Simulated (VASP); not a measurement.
Set up this calculation in VASP 6.6.1, as the native input.

- Task: density of states
- Functional: PBE
- Potentials or basis: VASP PAW PBE potentials, release 64 (Ti_sv, Ru_pv, C)
- Cutoff: 520 eV
- k mesh: 12 × 12 × 12
- Occupations: gaussian, width 0.1 eV
- Spin: no spin polarisation
- k mesh for the DOS: 18 × 18 × 18
- Occupations for the DOS: tetrahedron
- Further INCAR settings: ALGO = Fast; EDIFF = 1e-07; NBANDS = 34

Ti2RuC3:

```xyz
6
Lattice="-1.5444 2.1700 4.4829 1.5444 -2.1700 4.4829 1.5444 2.1700 -4.4829" Properties=species:S:1:pos:R:3 pbc="T T T"
Ti    0.0000    0.0000    2.9756
Ti    0.0000    0.0000    5.9902
Ru    0.0000    0.0000    0.0000
C     1.5444    0.0000    1.5131
C     0.0000    2.1700    2.9698
C     0.0000    2.1700    0.0000
```

The cell was built by a generator and needn't be a form met in nature.

One way to write it, as run:

POSCAR

```
Ti2RuC3
1.0
   -1.5444400000      2.1700000000      4.4829000000
    1.5444400000     -2.1700000000      4.4829000000
    1.5444400000      2.1700000000     -4.4829000000
Ti Ru C
2 1 3
Direct
    0.3318780000      0.3318780000      0.0000000000
    0.6681220000      0.6681220000      0.0000000000
    0.0000000000      0.0000000000      0.0000000000
    0.1687670000      0.6687670000      0.5000000000
    0.8312330000      0.3312330000      0.5000000000
    0.5000000000      0.0000000000      0.5000000000
```

INCAR.step1

```
ALGO = Fast
EDIFF = 1E-7
ENCUT = 520
GGA = PE
ISIF = 2
ISMEAR = 0
KPAR = 8
LASPH = T
LCHARG = T
LMAXMIX = 4
LREAL = F
LWAVE = F
NBANDS = 34
NELM = 100
PREC = Accurate
SIGMA = 0.1
```

KPOINTS.step1

```
k-points
0
Gamma
  12 12 12
```

INCAR.step2

```
ALGO = Fast
EDIFF = 1E-7
ENCUT = 520
GGA = PE
ICHARG = 11
ISIF = 2
ISMEAR = -5
KPAR = 8
LASPH = T
LCHARG = F
LMAXMIX = 4
LORBIT = 11
LREAL = F
LWAVE = F
NBANDS = 34
NEDOS = 2001
NELM = 100
PREC = Accurate
SIGMA = 0.1
```

KPOINTS.step2

```
k-points
0
Gamma
  18 18 18
```

Potentials or basis: VASP PAW PBE potentials, release 64 (Ti_sv, Ru_pv, C).

Launch:

```sh
$ cat potpaw_PBE.64/Ti_sv/POTCAR potpaw_PBE.64/Ru_pv/POTCAR potpaw_PBE.64/C/POTCAR > POTCAR
$ cp INCAR.step1 INCAR
$ cp KPOINTS.step1 KPOINTS
$ mpirun -np 8 vasp_std > vasp.out
$ cp INCAR.step2 INCAR
$ cp KPOINTS.step2 KPOINTS
$ mpirun -np 8 vasp_std > vasp.out
```

It gave:

| Quantity | Value |
| --- | --- |
| Valence electrons inside the program's atomic spheres | Ti 10.43; Ru 12.65; C 2.38 |

Wall time 11 min on 8 MPI ranks on Intel(R) Xeon(R) 6975P-C (Granite Rapids), with other jobs on the host, peak memory 1.5 GiB a rank.
